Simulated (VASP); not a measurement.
Given:

```xyz
1
Lattice="0.0000 2.0375 2.0375 2.0375 0.0000 2.0375 2.0375 2.0375 0.0000" Properties=species:S:1:pos:R:3 pbc="T T T"
Au     0.0000     0.0000     0.0000
```

Method: AM05 GGA, VASP's PBE PAW potentials (set 64) (plane waves; VASP). Run with 520 eV cut-off, Gaussian smearing of 0.050 eV, potentials Au.

Unless said otherwise, spin-orbit coupling is left out, though it shifts the bands of the heavy elements here.

Question: Predict the band gap (along the path) with the smallest direct gap where there is one.

Answer: 
| Property | Result |
|---|---|
| band gap (along the path) | none (metal, semimetal or under 0.01 eV) |

Total energies compare only between runs with the same potentials, cut-off and functional.

The compound is Au in the fcc structure. It was relaxed first.
